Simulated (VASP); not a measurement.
Computed with PBE GGA, VASP's PBE PAW potentials (set 64) (plane waves; VASP).

A VASP calculation is set up with these files.

### POSCAR
```
AuZn
1
    3.2130000000     0.0000000000     0.0000000000
    0.0000000000     3.2130000000     0.0000000000
    0.0000000000     0.0000000000     3.2130000000
Zn Au
1 1
Direct
  0.5000000000   0.5000000000   0.5000000000
  0.0000000000   0.0000000000   0.0000000000
```

INCAR:
```
SYSTEM = AuZn
PREC = Accurate; ENCUT = 400; LREAL = .False.
LASPH = .True.
EDIFF = 1E-6; NELM = 100; ALGO = Normal
IMIX = 1; AMIX = 0.2; BMIX = 1.0
LMAXMIX = 6
ISMEAR = 1; SIGMA = 0.1
GGA = PE
ISIF = 2
LWAVE = .False.; LCHARG = .False.
```

### KPOINTS
```
Automatic
0
gamma
  10 10 10
0 0 0
```

POTCAR, in this order: Zn Au (PBE.64 set). Program: vasp_std.

### Question
What will the output report for the number of irreducible k-points (NKPTS), number of bands (NBANDS), largest plane-wave count, number of space-group operations, FFT grid (NGX, NGY, NGZ)?

### Answer

```yaml
number of irreducible k-points (NKPTS): 56
number of bands (NBANDS): 15
largest_plane_wave_count: 624
number_of_space_group_operations: 48
FFT grid (NGX, NGY, NGZ): 24 × 24 × 24
```

The compound is AuZn in the CsCl type structure. The cell was not relaxed at this level. The run is one of a series of settings (AMIX = 0.2, BMIX = 1.0, IMIX = 1 against the base run), some of them coarse on purpose. The electron count is odd and the run is not spin-polarised, which forces a metal.
